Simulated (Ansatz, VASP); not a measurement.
**Cross-check of KBr between VASP and Ansatz**

Wanted: the spread between two codes on one cell, functional and k mesh. The cell is taken from a series of runs on this material, whose earlier steps may have relaxed, scaled, displaced or heated it; both programs get it as it stands.

Method: plane waves, with VASP 6.6.1 beside it; zone-centre phonons at LDA, in Ansatz 0.2.0.

**1. The structure**

It takes space group Fm-3m (No. 225, cubic). The conventional cell has a = 6.340 Å, b = 6.340 Å, c = 6.340 Å, α = 90.00°, β = 90.00°, γ = 90.00°. Nearest to K lie 6 Br at 3.17 Å. Br has 6 K at 3.17 Å nearest. Farther neighbours and most contacts between anions are not listed.

**2. VASP: zone-centre phonons, LDA**

Second derivatives magnify differences that forces hide, and they need a tight electronic threshold.

Lines of VASP's logs that name or quote its potential files are left out, and so is its time.

Contents of INCAR:

```
SYSTEM = KBr
PREC = Accurate
ENCUT = 500
EDIFF = 1E-08
NELM = 120
ISMEAR = 0
SIGMA = 0.01
LREAL = .FALSE.
ALGO = Normal
GGA = CA
NBANDS = 14
LORBIT = 11
LWAVE = .FALSE.
LCHARG = .FALSE.
ISIF = 2
IBRION = 8
LEPSILON = .TRUE.
LASPH = .TRUE.
GGA_COMPAT = .FALSE.
EFERMI = MIDGAP
```

Contents of POSCAR:

```
KBr
1.0
    0.0000000000      3.1699166730      3.1699166730
    3.1699166730      0.0000000000      3.1699166730
    3.1699166730      3.1699166730      0.0000000000
K Br
1 1
Direct
    0.0000000000      0.0000000000      0.0000000000
    0.5000000000      0.5000000000      0.5000000000
```

Contents of KPOINTS:

```
Automatic mesh
0
Gamma
6 6 6
0 0 0
```

The projector-augmented-wave data sets are K_sv and Br (LDA family, release 64).

On the command line:

```console
$ mpirun -np 1 vasp_std
```

Numbers of over 12 decimals in the logs are rounded to 6 here.

What it wrote:

```text
[banner, memory and clock lines left out]
running    1 mpi-ranks, on    1 nodes
 distrk:  each k-point on    1 cores,    1 groups
 distr:  one band on    1 cores,    1 groups

 POSCAR found type information on POSCAR K Br
 POSCAR found :  2 types and       2 ions
 LDA part: xc-table for (Slater(with rela. corr.)+CA(PZ))
 , standard interpolation
 POSCAR, INCAR and KPOINTS ok, starting setup
 FFT: planning ... GRIDC
 FFT: planning ... GRID_SOFT
 FFT: planning ... GRID
 WAVECAR not read
 entering main loop
       N       E                     dE             d eps       ncg     rms          rms(c)
DAV:   1     0.106163985750E+03    0.10616E+03   -0.69254E+03   448   0.995E+02
DAV:   2    -0.691644827260E+00   -0.10686E+03   -0.96900E+02   532   0.261E+02
DAV:   3    -0.678834903359E+01   -0.60967E+01   -0.60655E+01   628   0.530E+01
DAV:   4    -0.700017782537E+01   -0.21183E+00   -0.21167E+00   694   0.983E+00
DAV:   5    -0.700198674762E+01   -0.18089E-02   -0.18089E-02   598   0.971E-01    0.418E+00
DAV:   6    -0.685327032151E+01    0.14872E+00   -0.19497E-01   544   0.235E+00    0.300E+00
DAV:   7    -0.683236865564E+01    0.20902E-01   -0.79152E-02   570   0.164E+00    0.130E+00
DAV:   8    -0.683279235028E+01   -0.42369E-03   -0.88610E-03   562   0.764E-01    0.177E-01
DAV:   9    -0.683279379696E+01   -0.14467E-05   -0.17704E-04   632   0.902E-02    0.726E-02
DAV:  10    -0.683285149557E+01   -0.57699E-04   -0.69515E-05   502   0.464E-02    0.358E-02
DAV:  11    -0.683284978302E+01    0.17125E-05   -0.81231E-06   568   0.196E-02    0.390E-03
DAV:  12    -0.683285003623E+01   -0.25321E-06   -0.29723E-07   520   0.399E-03    0.615E-04
DAV:  13    -0.683285004106E+01   -0.48281E-08   -0.22469E-08   586   0.914E-04
   1 F= -.68328500E+01 E0= -.68328500E+01  d E =0.000000E+00
 Linear response reoptimize wavefunctions to high precision
DAV:   1    -0.683285004162E+01   -0.55616E-09   -0.18014E-09   454   0.331E-04
DAV:   2    -0.683285004165E+01   -0.37744E-10   -0.10580E-10   290   0.771E-05
 Linear response G [H, r] |phi>, progress :
  Direction:   1
       N       E                     dE             d eps       ncg     rms
RMM:   1    -0.561885838078E+02   -0.56189E+02    0.36114E+02   886   0.990E+01
RMM:   2    -0.579936308057E+02   -0.18050E+01   -0.76380E+00   831   0.207E+01
RMM:   3    -0.583718630480E+02   -0.37823E+00   -0.20124E+00   989   0.633E+00
RMM:   4    -0.584361309356E+02   -0.64268E-01   -0.44079E-01  1030   0.212E+00
RMM:   5    -0.584512450898E+02   -0.15114E-01   -0.98985E-02   997   0.907E-01
RMM:   6    -0.584542196525E+02   -0.29746E-02   -0.23725E-02  1028   0.424E-01
RMM:   7    -0.584550028301E+02   -0.78318E-03   -0.81606E-03  1037   0.206E-01
RMM:   8    -0.584547900540E+02    0.21278E-03    0.12973E-02   998   0.994E-02
RMM:   9    -0.584552411818E+02   -0.45113E-03   -0.14230E-02  1030   0.491E-02
RMM:  10    -0.584552297479E+02    0.11434E-04    0.57797E-03   981   0.238E-02
RMM:  11    -0.584552418730E+02   -0.12125E-04    0.49647E-03   960   0.123E-02
RMM:  12    -0.584552368076E+02    0.50654E-05    0.10722E-03   947   0.649E-03
RMM:  13    -0.584552357536E+02    0.10540E-05    0.99678E-04   901   0.346E-03
RMM:  14    -0.584552359162E+02   -0.16263E-06    0.28179E-04   809   0.188E-03
[...]
RMM:  21    -0.584552357026E+02    0.17124E-10    0.17944E-05   430   0.885E-05
RMM:  22    -0.584552357024E+02    0.11848E-09    0.45942E-06   416   0.721E-05
RMM:  23    -0.584552357031E+02   -0.61402E-09    0.41163E-06   414   0.622E-05
RMM:  24    -0.584552357024E+02    0.64978E-09    0.27123E-06   392   0.553E-05
RMM:  25    -0.584552357055E+02   -0.31052E-08    0.15025E-06   364   0.514E-05
RMM:  26    -0.584552357043E+02    0.11718E-08    0.76127E-07   347   0.492E-05
RMM:  27    -0.584552357051E+02   -0.75457E-09    0.18791E-07   334   0.478E-05
RMM:  28    -0.584552357054E+02   -0.26330E-09   -0.13302E-07   318   0.468E-05
 Linear response G [H, r] |phi>, progress :
  Direction:   2
       N       E                     dE             d eps       ncg     rms
RMM:   1    -0.536184765620E+02   -0.53618E+02    0.38303E+02   905   0.100E+02
RMM:   2    -0.558750898608E+02   -0.22566E+01   -0.67678E+00   831   0.201E+01
RMM:   3    -0.561545956352E+02   -0.27951E+00   -0.14955E+00   990   0.593E+00
RMM:   4    -0.562038951132E+02   -0.49299E-01   -0.31234E-01  1029   0.194E+00
RMM:   5    -0.562155153593E+02   -0.11620E-01   -0.74639E-02  1006   0.809E-01
[...]
RMM:  12    -0.321585643616E+00   -0.10370E-08   -0.61141E-07   653   0.137E-04
RMM:  13    -0.321585643729E+00   -0.11303E-09   -0.57639E-07   568   0.700E-05
RMM:  14    -0.321585643662E+00    0.66233E-10   -0.10513E-07   494   0.515E-05
RMM:  15    -0.321585643771E+00   -0.10868E-09    0.94425E-08   420   0.436E-05
 change of polarisation eV/A/(eV/A) component  3 :     0.053    -0.071     0.643
 dielectric tensor                  component  3 :     0.150    -0.201     2.827
 Linear response to external field, progress :
  Direction:   1
       N       E                     dE             d eps       ncg     rms          rms(c)
RMM:   1    -0.357462029802E+00   -0.35746E+00   -0.81056E-01  1831   0.338E+00
RMM:   2    -0.371472955548E+00   -0.14011E-01   -0.41865E-02  1743   0.824E-01    0.137E+00
[...]
RMM:  10    -0.346789260919E+00    0.16330E-06   -0.37061E-05  1971   0.616E-03    0.815E-04
RMM:  11    -0.346784101208E+00    0.51597E-05   -0.60415E-06  1974   0.272E-03    0.420E-04
RMM:  12    -0.346783587742E+00    0.51347E-06   -0.13402E-06  1969   0.124E-03    0.939E-05
RMM:  13    -0.346783328812E+00    0.25893E-06   -0.14879E-07  1963   0.547E-04    0.594E-05
RMM:  14    -0.346783400998E+00   -0.72187E-07   -0.29604E-07  1787   0.262E-04    0.832E-05
RMM:  15    -0.346783348083E+00    0.52916E-07    0.40122E-08  1499   0.131E-04    0.417E-05
RMM:  16    -0.346783363821E+00   -0.15738E-07   -0.39794E-08  1222   0.686E-05    0.316E-05
RMM:  17    -0.346783316883E+00    0.46938E-07    0.12240E-07  1053   0.543E-05    0.644E-06
 change of polarisation eV/A/(eV/A) component  2 :     0.065     0.628    -0.027
 dielectric tensor                  component  2 :     0.184     2.782    -0.077
 Linear response to external field, progress :
  Direction:   3
       N       E                     dE             d eps       ncg     rms          rms(c)
RMM:   1    -0.357427163881E+00   -0.35743E+00   -0.81022E-01  1838   0.339E+00
RMM:   2    -0.371470260716E+00   -0.14043E-01   -0.41770E-02  1754   0.831E-01    0.137E+00
RMM:   3    -0.329520225329E+00    0.41950E-01   -0.65415E-02  1546   0.124E+00    0.652E-01
RMM:   4    -0.336595010049E+00   -0.70748E-02   -0.47449E-02  1613   0.970E-01    0.165E-01
RMM:   5    -0.345217690189E+00   -0.86227E-02   -0.36505E-03  1772   0.311E-01    0.262E-02
RMM:   6    -0.346361350263E+00   -0.11437E-02   -0.97214E-04  1902   0.128E-01    0.229E-02
RMM:   7    -0.346685833604E+00   -0.32448E-03   -0.19151E-04  1841   0.586E-02    0.141E-02
RMM:   8    -0.346781415783E+00   -0.95582E-04   -0.10806E-04  1930   0.308E-02    0.375E-03
RMM:   9    -0.346789583950E+00   -0.81682E-05   -0.79155E-05  1957   0.137E-02    0.168E-03
RMM:  10    -0.346789896790E+00   -0.31284E-06   -0.23513E-05  1969   0.625E-03    0.827E-04
RMM:  11    -0.346783807183E+00    0.60896E-05   -0.45640E-06  1970   0.280E-03    0.436E-04
RMM:  12    -0.346783517992E+00    0.28919E-06   -0.70509E-07  2002   0.126E-03    0.107E-04
RMM:  13    -0.346783251577E+00    0.26641E-06   -0.10918E-06  1927   0.537E-04    0.592E-05
RMM:  14    -0.346783317691E+00   -0.66114E-07   -0.27515E-08  1674   0.247E-04    0.574E-05
RMM:  15    -0.346783251896E+00    0.65795E-07   -0.14832E-07  1471   0.131E-04    0.399E-05
RMM:  16    -0.346783326187E+00   -0.74291E-07   -0.31686E-08  1233   0.724E-05    0.149E-05
RMM:  17    -0.346783333832E+00   -0.76452E-08   -0.28866E-08   994   0.481E-05    0.110E-05
 change of polarisation eV/A/(eV/A) component  3 :     0.000     0.024     0.628
 dielectric tensor                  component  3 :     0.001     0.068     2.782
 Linear response DOF=           2
 Linear response progress:
  Degree of freedom:   1/  2
       N       E                     dE             d eps       ncg     rms          rms(c)
RMM:   1    -0.307834296313E+00   -0.30783E+00    0.19999E-01  1287   0.421E+00
RMM:   2    -0.306299940702E+00    0.15344E-02   -0.29111E-02  1489   0.110E+00    0.365E-02
RMM:   3    -0.308329978000E+00   -0.20300E-02   -0.45056E-03  1753   0.333E-01    0.332E-02
RMM:   4    -0.308487843899E+00   -0.15787E-03   -0.25151E-04  1855   0.746E-02    0.287E-02
RMM:   5    -0.308518669933E+00   -0.30826E-04   -0.40645E-05  1715   0.351E-02    0.222E-03
RMM:   6    -0.308517881945E+00    0.78799E-06   -0.85738E-06  1852   0.130E-02    0.118E-03
RMM:   7    -0.308516688728E+00    0.11932E-05   -0.16937E-06  1870   0.540E-03    0.397E-04
RMM:   8    -0.308517346600E+00   -0.65787E-06   -0.76757E-07  1984   0.226E-03    0.380E-04
RMM:   9    -0.308517437903E+00   -0.91303E-07    0.15041E-06  1910   0.106E-03    0.758E-05
RMM:  10    -0.308517043729E+00    0.39417E-06    0.75057E-07  2027   0.480E-04    0.708E-05
RMM:  11    -0.308516737442E+00    0.30629E-06   -0.16018E-08  1957   0.232E-04    0.761E-05
RMM:  12    -0.308516542687E+00    0.19476E-06    0.12369E-07  1931   0.116E-04    0.346E-05
RMM:  13    -0.308516454327E+00    0.88360E-07    0.11710E-07  1989   0.626E-05    0.190E-05
RMM:  14    -0.308516443251E+00    0.11076E-07    0.12596E-07  1998   0.318E-05    0.149E-05
RMM:  15    -0.308516380579E+00    0.62672E-07    0.38230E-08  1757   0.207E-05    0.350E-06
RMM:  16    -0.308516364862E+00    0.15717E-07    0.22860E-08  1825   0.125E-05    0.522E-07
RMM:  17    -0.308516372268E+00   -0.74063E-08    0.53556E-09  1581   0.753E-06    0.105E-06
 first order change of Fermi-energy  -0.20149E-03
 force on displaced ion       1 direction 1 :  -1.786   0.000   0.000
 Born effective charge ion    1 direction 1 :   1.098   0.000   0.000
 Linear response progress:
  Degree of freedom:   2/  2
       N       E                     dE             d eps       ncg     rms          rms(c)
RMM:   1    -0.143520673807E+00   -0.14352E+00    0.67730E-02  1851   0.165E+00
RMM:   2    -0.142687364253E+00    0.83331E-03   -0.18857E-03  1416   0.272E-01    0.513E-02
RMM:   3    -0.143099877919E+00   -0.41251E-03   -0.21976E-04  1610   0.680E-02    0.251E-02
RMM:   4    -0.143564465474E+00   -0.46459E-03   -0.85718E-05  1589   0.367E-02    0.854E-03
RMM:   5    -0.143598581492E+00   -0.34116E-04   -0.14943E-05  1791   0.153E-02    0.540E-03
RMM:   6    -0.143598015393E+00    0.56610E-06   -0.24065E-06  1821   0.523E-03    0.227E-03
RMM:   7    -0.143595277237E+00    0.27382E-05   -0.37851E-07  1826   0.195E-03    0.140E-03
RMM:   8    -0.143593238137E+00    0.20391E-05    0.45387E-06  1815   0.910E-04    0.135E-04
RMM:   9    -0.143593386017E+00   -0.14788E-06    0.11997E-05  1978   0.393E-04    0.176E-04
RMM:  10    -0.143593059717E+00    0.32630E-06    0.22258E-06  1908   0.162E-04    0.457E-05
RMM:  11    -0.143593084448E+00   -0.24731E-07    0.22183E-06  1923   0.730E-05    0.338E-05
RMM:  12    -0.143593018276E+00    0.66172E-07   -0.39526E-08  1910   0.340E-05    0.184E-05
RMM:  13    -0.143592997737E+00    0.20539E-07    0.39924E-07  1910   0.149E-05    0.115E-05
RMM:  14    -0.143592972023E+00    0.25714E-07   -0.32523E-08  1817   0.702E-06    0.226E-06
RMM:  15    -0.143592976427E+00   -0.44042E-08    0.78101E-08  1455   0.335E-06    0.252E-06
 first order change of Fermi-energy   0.18566E-03
 force on displaced ion       2 direction 1 :  -1.782   0.000   0.000
 Born effective charge ion    2 direction 1 :  -1.099   0.000   0.000
 Born effective charges drift removed
 Linear response finished
```

Parts of OUTCAR (step 2):

```text
ion  position               nearest neighbor table
   1  0.000  0.000  0.000-   2 3.17   2 3.17   2 3.17   2 3.17   2 3.17   2 3.17
   2  0.500  0.500  0.500-   1 3.17   1 3.17   1 3.17   1 3.17   1 3.17   1 3.17

  LATTYP: Found a face centered cubic cell.
 ALAT       =     6.3398333460

 Subroutine GETGRP returns: Found 48 space group operations
 (whereof 48 operations were pure point group operations)

The static configuration has the point symmetry O_h .

 Found     16 irreducible k-points:

   k-points           NKPTS =     16   k-points in BZ     NKDIM =     16   number of bands    NBANDS=     14

   dimension x,y,z NGX =    36 NGY =   36 NGZ =   36
   dimension x,y,z NGXF=    72 NGYF=   72 NGZF=   72

   ENCUT  =  500.0 eV  36.75 Ry    6.06 a.u.   8.17  8.17  8.17*2*pi/ulx,y,z

   NELECT =      16.0000    total number of electrons

 k-points in reciprocal lattice and weights: Automatic mesh
   0.00000000  0.00000000  0.00000000       0.005
   0.16666667  0.00000000  0.00000000       0.037
   0.33333333  0.00000000  0.00000000       0.037
   0.50000000  0.00000000  0.00000000       0.019
   0.16666667  0.16666667  0.00000000       0.028
   0.33333333  0.16666667  0.00000000       0.111
   0.50000000  0.16666667  0.00000000       0.111
  -0.33333333  0.16666667  0.00000000       0.111
  -0.16666667  0.16666667  0.00000000       0.056
[...]
-0.33333333  0.33333333  0.16666667       0.111
  -0.33333333  0.50000000  0.16666667       0.056

 average (electrostatic) potential at core
       1 -35.4919       2 -70.4633

  Total        0.1652106      0.1652106      0.1652106     -0.0000000     -0.0000000     -0.0000000
  in kB        4.1550388      4.1550388      4.1550388     -0.0000000     -0.0000000     -0.0000000
  external PRESSURE =       4.1550388 kB  Pullay stress =       0.0000000 kB

  energy-cutoff  :      500.00
  volume of cell :       63.71
      direct lattice vectors                 reciprocal lattice vectors
     0.000000000  3.169916673  3.169916673    -0.157732853  0.157732853  0.157732853
     3.169916673  0.000000000  3.169916673     0.157732853 -0.157732853  0.157732853
     3.169916673  3.169916673  0.000000000     0.157732853  0.157732853 -0.157732853

 POSITION                                       TOTAL-FORCE (eV/Angst)
 -----------------------------------------------------------------------------------
      0.00000      0.00000      0.00000         0.000000     -0.000000      0.000000
      3.16992      3.16992      3.16992        -0.000000      0.000000     -0.000000
 -----------------------------------------------------------------------------------
    total drift:                                0.000000      0.000000      0.000000

 MACROSCOPIC STATIC DIELECTRIC TENSOR (including local field effects in DFT)
 ------------------------------------------------------
           2.782437     0.000000    -0.000000
           0.000000     2.782437    -0.000000
           0.000000     0.000000     2.782437
 ------------------------------------------------------

 PIEZOELECTRIC TENSOR (including local field effects)  for field in x, y, z        (C/m^2)
          XX          YY          ZZ          XY          YZ          ZX
  --------------------------------------------------------------------------------
  x     0.00000     0.00000     0.00000     0.00000     0.00000     0.00000
  y     0.00000     0.00000     0.00000     0.00000     0.00000     0.00000
  z     0.00000     0.00000     0.00000     0.00000     0.00000     0.00000

 BORN EFFECTIVE CHARGES (including local field effects) (in |e|, cummulative output)
 ---------------------------------------------------------------------------------
 ion    1
    1     1.09832     0.00000     0.00000
    2     0.00000     1.09832     0.00000
    3     0.00000     0.00000     1.09832
 ion    2
    1    -1.09832     0.00000     0.00000
    2     0.00000    -1.09832     0.00000
    3     0.00000     0.00000    -1.09832

 Eigenvectors and eigenvalues of the dynamical matrix
 ----------------------------------------------------

   1 f  =    4.076366 THz    25.612566 2PiTHz  135.972947 cm-1    16.858489 meV
             X         Y         Z           dx          dy          dz
      0.000000  0.000000  0.000000     0.000000    0.000000    0.819735
      3.169917  3.169917  3.169917     0.000000   -0.000000   -0.572743

   2 f  =    4.076366 THz    25.612566 2PiTHz  135.972947 cm-1    16.858489 meV
             X         Y         Z           dx          dy          dz
      0.000000  0.000000  0.000000    -0.000000    0.819735   -0.000000
      3.169917  3.169917  3.169917    -0.000000   -0.572743    0.000000

   3 f  =    4.076366 THz    25.612566 2PiTHz  135.972947 cm-1    16.858489 meV
             X         Y         Z           dx          dy          dz
      0.000000  0.000000  0.000000     0.819735    0.000000    0.000000
      3.169917  3.169917  3.169917    -0.572743    0.000000    0.000000

   4 f/i=    0.002232 THz     0.014027 2PiTHz    0.074468 cm-1     0.009233 meV
             X         Y         Z           dx          dy          dz
      0.000000  0.000000  0.000000     0.326049   -0.339733   -0.326049
      3.169917  3.169917  3.169917     0.466656   -0.486240   -0.466656

   5 f/i=    0.002232 THz     0.014027 2PiTHz    0.074468 cm-1     0.009233 meV
             X         Y         Z           dx          dy          dz
      0.000000  0.000000  0.000000     0.404991    0.000000    0.404991
      3.169917  3.169917  3.169917     0.579640   -0.000000    0.579640

   6 f/i=    0.002232 THz     0.014027 2PiTHz    0.074468 cm-1     0.009233 meV
             X         Y         Z           dx          dy          dz
      0.000000  0.000000  0.000000     0.240227    0.461104   -0.240227
      3.169917  3.169917  3.169917     0.343824    0.659951   -0.343824

 MACROSCOPIC STATIC DIELECTRIC TENSOR IONIC CONTRIBUTION
 ------------------------------------------------------
           1.920472     0.000000     0.000000
           0.000000     1.920472     0.000000
           0.000000     0.000000     1.920472
 ------------------------------------------------------

 ELASTIC MODULI CONTR FROM IONIC RELAXATION (kBar)
 Direction    XX          YY          ZZ          XY          YZ          ZX
 --------------------------------------------------------------------------------
 XX           0.0000      0.0000      0.0000      0.0000      0.0000      0.0000
 YY           0.0000      0.0000      0.0000      0.0000      0.0000      0.0000
 ZZ           0.0000      0.0000      0.0000      0.0000      0.0000      0.0000
 XY           0.0000      0.0000      0.0000      0.0000      0.0000      0.0000
 YZ           0.0000      0.0000      0.0000      0.0000      0.0000      0.0000
 ZX           0.0000      0.0000      0.0000      0.0000      0.0000      0.0000
 --------------------------------------------------------------------------------

 PIEZOELECTRIC TENSOR IONIC CONTR  for field in x, y, z        (C/m^2)
          XX          YY          ZZ          XY          YZ          ZX
  --------------------------------------------------------------------------------
  x     0.00000     0.00000     0.00000     0.00000     0.00000     0.00000
  y     0.00000     0.00000     0.00000     0.00000     0.00000     0.00000
  z     0.00000     0.00000     0.00000     0.00000     0.00000     0.00000
```

(Part 1 of 2 ends here.)

[Lines on the potential files, build, host, timing and source positions are cut from VASP's logs without a mark.]

[Logs are printed without paths, hosts, clocks, repeated set-up lines and the standing remarks that a program may print on its own settings, such as how far it seeks lower states.]

[Hosts, paths, dates, database ids (printed as entryN), source tags and the programs' standing remarks are cut or masked in the printed files.]
